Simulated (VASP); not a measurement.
Level of theory: PBE GGA with D3 dispersion (zero damping), VASP's PBE PAW potentials (set 64) (plane waves; VASP).

A VASP calculation is set up with these files.

### POSCAR
```
Pt
1
    0.0000000000     1.9600000000     1.9600000000
    1.9600000000     0.0000000000     1.9600000000
    1.9600000000     1.9600000000     0.0000000000
Pt
1
Direct
  0.0000000000   0.0000000000   0.0000000000
```

**INCAR**
```
SYSTEM = Pt
PREC = Accurate
ENCUT = 520
EDIFF = 1E-6
NELM = 100
ALGO = Normal
LREAL = .FALSE.
LASPH = .TRUE.
ISMEAR = 1
SIGMA = 0.1
GGA = PE
IVDW = 11
LMAXMIX = 6
LWAVE = .FALSE.
LCHARG = .FALSE.
IBRION = 2
ISIF = 3
NSW = 60
EDIFFG = -0.01
```

### KPOINTS
```
Automatic mesh
0
Gamma
14 14 14
0 0 0
```

POTCAR, in this order: Pt (PBE.64 set). Program: vasp_std.

The resulting files:

OSZICAR:
```
       N       E                     dE             d eps       ncg     rms          rms(c)
DAV:   1     0.370095803881E+02    0.37010E+02   -0.55199E+03  1984   0.103E+03
DAV:   2    -0.603188603607E+01   -0.43041E+02   -0.40740E+02  1964   0.187E+02
DAV:   3    -0.646349675918E+01   -0.43161E+00   -0.42088E+00  2209   0.188E+01
DAV:   4    -0.646494099869E+01   -0.14442E-02   -0.14440E-02  2147   0.116E+00
DAV:   5    -0.646494976941E+01   -0.87707E-05   -0.87701E-05  2116   0.820E-02    0.130E+01
DAV:   6    -0.613302276568E+01    0.33193E+00   -0.84807E-01  1913   0.845E+00    0.687E+00
DAV:   7    -0.609265698855E+01    0.40366E-01   -0.15895E-01  2015   0.355E+00    0.251E+00
DAV:   8    -0.608912381299E+01    0.35332E-02   -0.50761E-03  2015   0.708E-01    0.464E-01
DAV:   9    -0.608900230193E+01    0.12151E-03   -0.47066E-05  1988   0.741E-02    0.169E-02
DAV:  10    -0.608900730671E+01   -0.50048E-05   -0.20599E-06  2152   0.140E-02    0.173E-03
DAV:  11    -0.608900732596E+01   -0.19245E-07   -0.39693E-08  1014   0.203E-03
   1 F= -.68702151E+01 E0= -.68703261E+01  d E =-.687022E+01
       N       E                     dE             d eps       ncg     rms          rms(c)
DAV:   1    -0.608659987581E+01    0.24074E-02   -0.18171E-01  1906   0.458E+00    0.627E-01
DAV:   2    -0.607947968496E+01    0.71202E-02   -0.20405E-02  1883   0.128E+00    0.244E-01
DAV:   3    -0.607900480672E+01    0.47488E-03   -0.24200E-03  1953   0.411E-01    0.125E-01
DAV:   4    -0.607903569967E+01   -0.30893E-04   -0.88022E-05  2084   0.754E-02    0.750E-03
DAV:   5    -0.607903516010E+01    0.53958E-06   -0.12988E-06  1912   0.118E-02
   2 F= -.68696401E+01 E0= -.68697472E+01  d E =0.574998E-03
       N       E                     dE             d eps       ncg     rms          rms(c)
DAV:   1    -0.609074847849E+01   -0.11713E-01   -0.98653E-02  1906   0.337E+00    0.448E-01
DAV:   2    -0.608687147007E+01    0.38770E-02   -0.11290E-02  1883   0.946E-01    0.188E-01
DAV:   3    -0.608661659329E+01    0.25488E-03   -0.12703E-03  1951   0.297E-01    0.992E-02
DAV:   4    -0.608662603274E+01   -0.94394E-05   -0.41672E-05  2094   0.515E-02    0.469E-03
DAV:   5    -0.608662630606E+01   -0.27332E-06   -0.60608E-07  1778   0.635E-03
   3 F= -.68703001E+01 E0= -.68704101E+01  d E =-.850198E-04
```

### OUTCAR
```
------------------------ aborting loop because EDIFF is reached ----------------------------------------
 Edisp (eV)   -0.78367
  FORCE on cell =-STRESS in cart. coord.  units (eV):
  Direction    XX          YY          ZZ          XY          YZ          ZX
  --------------------------------------------------------------------------------------
  Total       0.00272     0.00272     0.00272    -0.00000    -0.00000     0.00000
  in kB       0.29059     0.29059     0.29059    -0.00000    -0.00000     0.00000
  external pressure =        0.29 kB  Pullay stress =        0.00 kB
  volume of cell :       15.02
      direct lattice vectors                 reciprocal lattice vectors
     0.000000000  1.958354751  1.958354751    -0.255316357  0.255316357  0.255316357
     1.958354751  0.000000000  1.958354751     0.255316357 -0.255316357  0.255316357
     1.958354751  1.958354751  0.000000000     0.255316357  0.255316357 -0.255316357
 POSITION                                       TOTAL-FORCE (eV/Angst)
 -----------------------------------------------------------------------------------
      0.00000      0.00000      0.00000         0.000000      0.000000      0.000000
 -----------------------------------------------------------------------------------
    total drift:                               -0.000000     -0.000000     -0.000000
  FREE ENERGIE OF THE ION-ELECTRON SYSTEM (eV)
  ---------------------------------------------------
  free  energy   TOTEN  =        -6.8703001170 eV

  energy  without entropy=       -6.8706301896  energy(sigma->0) =       -6.87041014

 reached required accuracy - stopping structural energy minimisation
```
(Selected blocks of OUTCAR.)

**CONTCAR**
```
Pt
   1.00000000000000
     0.0000000000000000    1.9583547511751156    1.9583547511751156
     1.9583547511751156    0.0000000000000000    1.9583547511751156
     1.9583547511751156    1.9583547511751156    0.0000000000000000
  Pt
     1
Direct
     0.0000000000000000    0.0000000000000000    0.0000000000000000
```

OUTCAR:
```
 val. band max:       11.3142557082   @ k =   0.5000   0.3571   0.0714

 cond. band min:      11.3400999227   @ k =   0.4286   0.1429   0.0000


 Fermi energy:        11.3234641996

 k-point     1 :       0.0000    0.0000    0.0000
  band No.  band energies     occupation
      1       1.0804      2.00000
      2       7.5273      2.00000
      3       7.5273      2.00000
      4       7.5273      2.00000
      5       9.6987      2.00000
      6       9.6987      2.00000
      7      25.9686      0.00000
      8      30.9608      0.00000
      9      30.9608      0.00000

 k-point     2 :       0.0714    0.0000    0.0000
  band No.  band energies     occupation
      1       1.2861      2.00000
      2       7.4360      2.00000
      3       7.6086      2.00000
      4       7.6086      2.00000
      5       9.6537      2.00000
      6       9.6537      2.00000
      7      26.2884      0.00000
      8      29.9308      0.00000
      9      31.2783      0.00000

 k-point     3 :       0.1429    0.0000    0.0000
  band No.  band energies     occupation
      1       1.8705      2.00000
      2       7.2283      2.00000
      3       7.7974      2.00000
      4       7.7974      2.00000
      5       9.5871      2.00000
      6       9.5871      2.00000
      7      27.0911      0.00000
      8      27.9900      0.00000
      9      32.1820      0.00000

 k-point     4 :       0.2143    0.0000    0.0000
  band No.  band energies     occupation
      1       2.7069      2.00000
      2       7.1026      2.00000
      3       7.9194      2.00000
      4       7.9194      2.00000
      5       9.6984      2.00000
      6       9.6984      2.00000
      7      25.8331      0.00000
      8      27.7717      0.00000
      9      33.4848      0.00000

 k-point     5 :       0.2857    0.0000    0.0000
  band No.  band energies     occupation
      1       3.4931      2.00000
      2       7.4122      2.00000
      3       7.8411      2.00000
...
```

Unless said otherwise, spin-orbit coupling is left out, though it shifts the bands of the heavy elements here.

The compound is Pt in the fcc structure. This run relaxes it. Symmetry was kept, so distortions that lower it aren't found.
